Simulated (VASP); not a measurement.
Consider the following.

```xyz
2
Lattice="0.0000 1.7835 1.7835 1.7835 0.0000 1.7835 1.7835 1.7835 0.0000" Properties=species:S:1:pos:R:3 pbc="T T T"
C      0.0000     0.0000     0.0000
C      0.8918     0.8918     0.8918
```

Computed with RPBE GGA, VASP's PBE PAW potentials (set 64) (plane waves; VASP). Settings: 520 eV cut-off, 11×11×11 Γ-centred mesh, Gaussian smearing of 0.050 eV, potentials C.

**Question.** The ions, cell shape and volume are relaxed. Which structure does the run end with?

**Answer.** 
```xyz
2
Lattice="0.0000 1.7951 1.7951 1.7951 0.0000 1.7951 1.7951 1.7951 0.0000" Properties=species:S:1:pos:R:3 pbc="T T T"
C      0.0000     0.0000     0.0000
C      0.8976     0.8976     0.8976
```
Space group Fd-3m (227), at a tolerance of 0.03 Å.

**Question.** How do energy and volume change from the first to the last step?

**Answer.** The energy (σ→0) changes by -2.9 meV/atom and the volume by +2.0 %, in 3 ionic steps.

The compound is C in the diamond structure. This run relaxes it. Symmetry was kept, so distortions that lower it aren't found.
